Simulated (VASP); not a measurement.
VASP ran on this input.

### KPOINTS
```
Regular mesh
0
gamma
  6 6 3
```

**POSCAR**
```
Ge
1
    3.9936302420     0.0000000097     0.0000000000
   -1.9968146043     3.4585855831     0.0000000000
   -0.0000000000     0.0000000000     6.5884789236
Ge
4
Direct
  0.3333330000   0.6666670000   0.0627970687
  0.6666670000   0.3333330000   0.5627970687
  0.6666670000   0.3333330000   0.9372029313
  0.3333330000   0.6666670000   0.4372029313
```

**INCAR**
```
ALGO  =  Normal
EDIFF  =  1E-6
EDIFFG  =  -0.02
ENCUT  =  400
IBRION  =  2
ISIF  =  3
ISMEAR  =  0
LASPH  =  T
LCHARG  =  F
LMAXMIX  =  4
LMIXTAU  =  T
LREAL  =  F
LWAVE  =  F
METAGGA  =  R2SCAN
NELM  =  100
NSW  =  60
PREC  =  Accurate
SIGMA  =  0.05
SYSTEM  =  Ge
```

POTCAR, in this order: Ge_d (PBE.64 set). Program: vasp_std.

Q: Write an equivalent input for Ansatz.

A: One equivalent input (not run):
Ansatz 0.2 input:
```yaml
crystal:
  lattice:
    - [3.9936302, 0.0000000, 0.0000000]
    - [-1.9968146, 3.4585856, 0.0000000]
    - [0.0000000, 0.0000000, 6.5884789]
  atoms:
    - { symbol: Ge, position: [0.3333330, 0.6666670, 0.0627971] }
    - { symbol: Ge, position: [0.6666670, 0.3333330, 0.5627971] }
    - { symbol: Ge, position: [0.6666670, 0.3333330, 0.9372029] }
    - { symbol: Ge, position: [0.3333330, 0.6666670, 0.4372029] }
kpoints:
  mp_grid: { grid: [6, 6, 3] }
hamiltonian:
  xc: r2scan
  pseudopotentials: { kind: paw }
scf:
  occupations: { method: gaussian, width: 0.05 }
  max_iter: 100
relax:
  max_steps: 60
  f_tol: 0.02
  cell: {}
output: { forces: true, stress: true, eigenvalues: true }
```
Limits of the translation: each code has its own PAW files, so the cut-off isn't converted (ENCUT is set for VASP's; basis.ecutwfc is left out, and Ansatz then takes the one that its files recommend); Ansatz stops its SCF on the density residual and VASP on the energy change (EDIFF).

The structure was generated: Ge was put into the lonsdaleite type (P6_3/mmc), which need not be its known phase. This run relaxes it. Symmetry was kept, so distortions that lower it aren't found. The start is the result of an earlier pass.
